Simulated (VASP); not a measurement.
All values below come from PBEsol GGA, VASP's PBE PAW potentials (set 64) (plane waves; VASP).

VASP ran on this input.

INCAR:
```
ALGO = Normal
EDIFF = 1E-6
ENCUT = 300
GGA = PS
ISIF = 2
ISMEAR = 0
LASPH = T
LCHARG = F
LMAXMIX = 6
LREAL = F
LWAVE = F
NELM = 100
PREC = Accurate
SIGMA = 0.2
SYSTEM = AgPPt5
```

File POSCAR:
```
AgPPt5
3.963010
  1.0000000000   0.0000000000   0.0000000000
  0.0000000000   1.0000000000   0.0000000000
  0.0000000000   0.0000000000   1.7961120461
Ag P Pt
1 1 5
direct
  0.5069510000   0.5115890000   0.0073200000
 -0.0002120000  -0.0016350000   0.5021420000
 -0.0044250000   0.0150470000  -0.0011380000
  0.4984130000  -0.0044880000   0.6961570000
  0.4957350000  -0.0123000000   0.3014380000
  0.0032340000   0.4993440000   0.6997880000
  0.0003050000   0.4924440000   0.2942930000
```

### KPOINTS
```
Automatic
0
gamma
6 6 3
0 0 0
```

POTCAR, in this order: Ag P Pt (PBE.64 set). Program: vasp_std.

### Question
What will the output report for the number of irreducible k-points (NKPTS), largest plane-wave count, number of space-group operations, FFT grid (NGX, NGY, NGZ)?

### Answer

```yaml
number of irreducible k-points (NKPTS): 56
largest_plane_wave_count: 1333
number_of_space_group_operations: 1
FFT grid (NGX, NGY, NGZ): 24 × 24 × 40
```

The structure comes from a computed database's AgPPt5 entry (P4/mmm); how it stands against other phases isn't given here. The cell was not relaxed at this level, atoms are displaced from their ideal sites.
